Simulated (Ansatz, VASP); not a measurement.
# CdGeAs2 in two plane-wave programs, part 2 of 2

One calculation is typed for both programs; each brings its own data sets and cutoff. How far apart do they land? The cell is taken from a series of VASP runs on this material, whose earlier steps may have relaxed, scaled or displaced it; both programs get it as it stands.

VASP 6.6.1 and Ansatz 0.2.0.

So far: The starting structure; VASP: relaxation of cell and atoms, RPBE with D3(BJ).

## (3) Ansatz: relaxation of cell and atoms, RPBE with D3(BJ)

Level of this step: Ansatz beside VASP: Kohn-Sham DFT, plane waves, RPBE with D3(BJ) (Ansatz).

Ansatz runs on its default PAW (the set named soft_2) files.

The same cell, functional, mesh and smearing now go to Ansatz, which takes its cutoff from its data sets.

input.yaml

```yaml
crystal:
  lattice:
    - [-2.9102556697, 2.9102556697, 5.4043501415]
    - [2.9102556697, -2.9102556697, 5.4043501415]
    - [2.9102556697, 2.9102556697, -5.4043501415]
  atoms:
    - { symbol: Cd, position: [0.5, 0.5, 0.0] }
    - { symbol: Cd, position: [0.25, 0.75, 0.5] }
    - { symbol: As, position: [0.0989998284, 0.125, 0.4739998284] }
    - { symbol: As, position: [0.375, 0.9010001716, 0.0260001716] }
    - { symbol: As, position: [0.6510001716, 0.625, 0.5260001716] }
    - { symbol: As, position: [0.875, 0.3489998284, 0.9739998284] }
    - { symbol: Ge, position: [0.75, 0.25, 0.5] }
    - { symbol: Ge, position: [0.0, 0.0, 0.0] }
hamiltonian:
  xc: rpbe
  pseudopotentials: { kind: paw }
  dispersion: d3bj
kpoints:
  mp_grid: { grid: [5, 5, 5] }
scf:
  occupations: { method: fermi_dirac, width: 0.05 }
relax:
  f_tol: 0.01
  max_steps: 60
  cell: { stress_tol: 0.05 }
output:
  forces: true
  stress: true
```

Launch:

```sh
$ ansatz run input.yaml --threads 4 --pin off --max-ram 9216MiB --backend cpu --events-out ev --progress --plain --runs-dir out
```

Numbers of over 12 decimals in the logs are rounded to 6 here.

Output:

```text
Engine: ansatz 0.2.0, aarch64-unknown-linux-gnu
Pseudopotentials: kind: paw
Pseudopotential: Cd, paw, valence charge 20, recommended cutoff 420 eV (normal), Cd.paw.azcp
Pseudopotential: As, paw, valence charge 15, recommended cutoff 420 eV (normal), As.paw.azcp
Pseudopotential: Ge, paw, valence charge 14, recommended cutoff 420 eV (normal), Ge.paw.azcp
Functional definition: RPBE
  parameter kappa = 0.804
  parameter beta = 0.066725
  exchange = rpbe_x(kappa = kappa, mu = beta*pi^2/3)
  correlation = pbe_c(beta = beta)
Crystal: 8 atoms, lattice volume = 183.090 Å³
Basis set: ecut = 420 eV, 3603 PW (Γ), exchange–correlation on 96×96×96 points (8 copies of the dense FFT grid, shifted against one another)
Bands: 77, of which v1, the nominal top of the filled ones, is band 64 counted from 1 (63 counted from 0)
Symmetry: 8 space group operations
Space group: I-42d (ITA 122), of the structure as read, at distance tolerance 5.7e-5 Å
k-points: 18 of 125 (time reversal used)
Non-local potential: Cd, projectors of the file, l = 0: 3, l = 1: 2, l = 2: 2, l = 3: 1
Non-local potential: As, projectors of the file, l = 0: 2, l = 1: 2, l = 2: 3, l = 3: 1
Non-local potential: Ge, projectors of the file, l = 0: 2, l = 1: 2, l = 2: 3, l = 3: 1
PAW form: soft (Blöchl's): semilocal exchange-correlation on the pseudo side does not see the compensation charge
PAW frozen core: Cd, regenerated for the run's functional, and the local potential with it (the file was generated under x = pbe(κ = 0.804, μ = 0.219515), c = pbe(β = 0.066725))
PAW frozen core: As, regenerated for the run's functional, and the local potential with it (the file was generated under x = pbe(κ = 0.804, μ = 0.219515), c = pbe(β = 0.066725))
PAW frozen core: Ge, regenerated for the run's functional, and the local potential with it (the file was generated under x = pbe(κ = 0.804, μ = 0.219515), c = pbe(β = 0.066725))
PAW one-centre angular grid: Cd, 590 points (default); XC on 64 Gauss nodes
PAW one-centre angular grid: As, 590 points (default); XC on 64 Gauss nodes
PAW one-centre angular grid: Ge, 590 points (default); XC on 64 Gauss nodes
Initial density: superposition of atomic densities (neutral atoms: chi_scale 0, normalization atom), corrected by the library's trained network
Initial wavefunctions: pseudopotential atomic-orbital guess
Functional: x = rpbe, c = pbe(β = 0.066725)
SCF iter   1: F=—  HF=-44586.824191 eV  |F-HF|=—  |Δ(HF+E_count)|=         —  Δρ=2.57e-3  dr2=8.03e-3  ethr=1.77e-3  ⟨swp⟩=5.9  Hψ=4743  notcnv=0  defer=5
preconditioner: auto → Resta (q_TF=auto, 2.570 Å⁻¹)  ε∞=4.2  [insulator: Δε(μ)=0.299 eV  Ē_g=11.007 eV  σ=0.050 eV  W_gap=0.90  n_scr=60 (ndim 8)  ℏωp=19.8 eV  f_vac=0.093  D(μ)=0.03/eV (n_scr^D=0)  ε∞_Penn≈4.2]
SCF iter   2: F=—  HF=-44586.823562 eV  |F-HF|=—  |Δ(HF+E_count)|=   6.28e-4  Δρ=9.38e-4  dr2=1.00e-3  ethr=6.27e-6  ⟨swp⟩=2.0  Hψ=2657  notcnv=0  defer=21
SCF iter   3: F=—  HF=-44586.823769 eV  |F-HF|=—  |Δ(HF+E_count)|=   2.06e-4  Δρ=4.61e-4  dr2=2.63e-4  ethr=7.81e-7  ⟨swp⟩=2.0  Hψ=1455  notcnv=0  defer=21
SCF iter   4: F=—  HF=-44586.823909 eV  |F-HF|=—  |Δ(HF+E_count)|=   1.41e-4  Δρ=9.42e-5  dr2=1.87e-5  ethr=2.06e-7  ⟨swp⟩=2.0  Hψ=1750  notcnv=0  defer=21
SCF iter   5: F=—  HF=-44586.823913 eV  |F-HF|=—  |Δ(HF+E_count)|=   4.01e-6  Δρ=4.27e-5  dr2=4.78e-6  ethr=1.46e-8  ⟨swp⟩=2.0  Hψ=1930  notcnv=0  defer=21
SCF iter   6: F=—  HF=-44586.823920 eV  |F-HF|=—  |Δ(HF+E_count)|=   6.98e-6  Δρ=1.26e-5  dr2=4.96e-7  ethr=3.73e-9  ⟨swp⟩=2.0  Hψ=1931  notcnv=0  defer=21
SCF iter   7: F=-44586.823921 eV  HF=-44586.823921 eV  |F-HF|=2.97e-8  |Δ(HF+E_count)|=   1.16e-6  Δρ=4.06e-6  dr2=4.08e-8  ethr=7.81e-11  ⟨swp⟩=4.3  Hψ=4751  notcnv=0
SCF 1 converged in 7 iterations: F = -44586.823921 eV  dr2 = 4.08e-8
  greatest PAW one-centre occupation: 1.000 electrons in one spin orbital (limit 2), on the Cd atom at site 1 (counted from 0), in its partial waves of l = 0
relax step   1: F+E_penalty+E_count = -44586.82392131 eV  Δ(F+E_penalty+E_count) = +0.000e0 eV  max|allowed force component| = 2.735e-2 eV/Å  Δτ_max = 0.0000 Å  P = -0.110 GPa  Ω = 183.090 Å³  (7 SCF iters, dr2 threshold 1.00e-7 eV, accepted)
[...]
relax step   2: F+E_penalty+E_count = -44586.82422799 eV  Δ(F+E_penalty+E_count) = -3.067e-4 eV  max|allowed force component| = 1.155e-2 eV/Å  Δτ_max = 0.0030 Å  P = +0.029 GPa  Ω = 182.715 Å³  energy of the carried Pulay correction = +8.619e-5 eV  (5 SCF iters, dr2 threshold 4.81e-8 eV, accepted)
[...]
relax step   3: F+E_penalty+E_count = -44586.82423972 eV  Δ(F+E_penalty+E_count) = -1.173e-5 eV  max|allowed force component| = 1.002e-3 eV/Å  Δτ_max = 0.0009 Å  P = -0.001 GPa  Ω = 182.789 Å³  energy of the carried Pulay correction = +6.902e-5 eV  (4 SCF iters, dr2 threshold 8.34e-9 eV, accepted)
[...]
relax step   4: F+E_penalty+E_count = -44586.82416931 eV  Δ(F+E_penalty+E_count) = +7.041e-5 eV  max|allowed force component| = 1.014e-3 eV/Å  Δτ_max = 0.0000 Å  P = -0.001 GPa  Ω = 182.789 Å³  stress off target by 9.24e-3 GPa  SCF on the basis re-selected at this cell (its energy is not comparable with the rows above)  (5 SCF iters)
basis re-selected at this cell: Δ(F+E_penalty+E_count) = +7.041e-5 eV, ΔP = +0.000 GPa vs the last step (what re-selecting the basis moved, of the pressure what is left beyond the Pulay correction that the steps carried, after the strain that the cell walked since its last selection, with what the two solves' SCF thresholds leave and, on support functions, any second-order correction that the steps lacked; it is no m [...]
SCF converged after 5 iterations
Free energy (F): -44586.824169 eV
Harris-Foulkes:  -44586.824169 eV  (|F-HF|=2.18e-11)
Internal energy: -44586.823882 eV  (E = F + TS)
E sigma→0 (E₀):  -44586.824026 eV
Entropy (-TS):   -0.000287 eV (-0.036 meV/atom)
Fermi energy:    10.450992 eV
--- Per-component energies (eV) ---
  E_band       = -2142.763688
  E_kinetic    = 1654.126136
  E_local      = -19239.890146  (includes V_loc(G=0)·N_el)
  E_nonlocal   = -1787.276870
  E_hartree    = 9444.947652
  E_xc         = -827.640812
  E_vxc        = -895.878106  (∫ρ·V_xc dr)
  E_paw        = -19594.649973  (= ΣΔE_a)
  E_vpaw       = -763.740672  (= ΣTr[D̂ρ^β])
  E_aug_tail   = 0.000677  (compensation charges beyond the density's cutoff)
  E_ewald      = -14222.679296
  E_disp       = -12.236456  (pairwise vdW)
  E_core_change = -1.524793  (= ΣΔE_core)
  E_smearing   = -0.000287  (= −TS)
  E_closure    = 0.000000  (closes the sum)
  Σ components = -44586.824169   (vs F -44586.824169, Δ=0.00e0)
--- Forces (eV/Å), atoms counted from 1 ---
  atom   1  Cd    -0.00000000     0.00000000    -0.00000000
  atom   2  Cd    -0.00000000    -0.00000000    -0.00000000
  atom   3  As     0.00000000    -0.00101437     0.00000000
  atom   4  As     0.00101437    -0.00000000    -0.00000000
  atom   5  As    -0.00000000     0.00101437    -0.00000000
  atom   6  As    -0.00101437    -0.00000000     0.00000000
  atom   7  Ge    -0.00000000     0.00000000    -0.00000000
  atom   8  Ge    -0.00000000     0.00000000    -0.00000000
  max |Σ_I F_I| component: 4.14e-17 eV/Å
--- Stress (GPa, compression-positive) ---
        0.002972       0.000000       0.000000
        0.000000       0.002972      -0.000000
       -0.000000       0.000000      -0.009244
  P = ⅓ Tr σ = -0.0011 GPa (-0.011 kbar)
--- Relaxed structure (3 steps of the walk, 3 accepted, 1 SCFs on fresh bases) ---
  F+E_penalty+E_count = -44586.82416931 eV   max|allowed force component| = 1.014e-3 eV/Å   (the final SCF, on the basis selected at the relaxed cell)
  cell:  # Å, volume = 182.7894 Å³
    - [-2.910002, 2.910002, 5.396404]
    - [2.910002, -2.910002, 5.396404]
    - [2.910002, 2.910002, -5.396404]
  atoms:
    - { symbol: Cd, position: [0.5, 0.5, 0] }
    - { symbol: Cd, position: [0.250000, 0.750000, 0.500000] }
    - { symbol: As, position: [0.099377, 0.125000, 0.474377] }
    - { symbol: As, position: [0.375, 0.900623, 0.025623] }
    - { symbol: As, position: [0.650623, 0.625, 0.525623] }
    - { symbol: As, position: [0.875000, 0.349377, 0.974377] }
    - { symbol: Ge, position: [0.750000, 0.250000, 0.500000] }
    - { symbol: Ge, position: [0, 0, 0] }
```

It took 23 s on 4 threads of Arm Neoverse V1, shared host; peak memory 0.71 GiB; 87 s of CPU time.

## (4) Comparison

Known differences besides the potentials themselves: both relaxations stop at a tolerance, which leaves soft axes loose, and VASP keeps its plane-wave basis; the data sets hold 128 valence electrons in Ansatz (default PAW (the set named soft_2) files) and 72 in VASP; the cutoff is 420 eV in Ansatz and 410 eV in VASP; Ansatz makes its cores anew for this functional, VASP keeps those of its PBE data sets; VASP leaves aspherical gradient terms in its spheres out (LASPH is not set), Ansatz keeps them; Ansatz adds a Pulay correction to the stress that steers its cell, VASP none. Total energies have different zeros and are not compared.

Compared:

```
                                         quantity  Ansatz    VASP  difference
                                      volume (Å³)  182.79  182.70     +0.05 %
edge a after relaxation, in the typed setting (Å)   6.787   6.788     -0.01 %
```

The walks stopped with 0.00 GPa left in Ansatz and -0.02 GPa in VASP; each walk ends within a tolerance, so the volume difference is uncertain by about these residues over the bulk modulus, most in soft cells.

## (5) Results

```yaml
difference_in_volume_relaxation_of_cell_and_atoms_rpbe_with_d3_bj: 0.051 %
```

The difference in volume is 0.051 % (relaxation of cell and atoms, RPBE with D3(BJ)), within the 1.2 % picked in this series as the mark of a large difference, as far as the stopping tolerances let one tell. How closely two codes agree says nothing of how well the functional describes the real material.

[Lines on the potential files, build, host, timing and source positions are cut from VASP's logs without a mark.]

[Logs are printed without paths, hosts, clocks, repeated set-up lines and the standing remarks that a program may print on its own settings, such as how far it seeks lower states.]

[Hosts, paths, dates, database ids (printed as entryN), source tags and the programs' standing remarks are cut or masked in the printed files.]
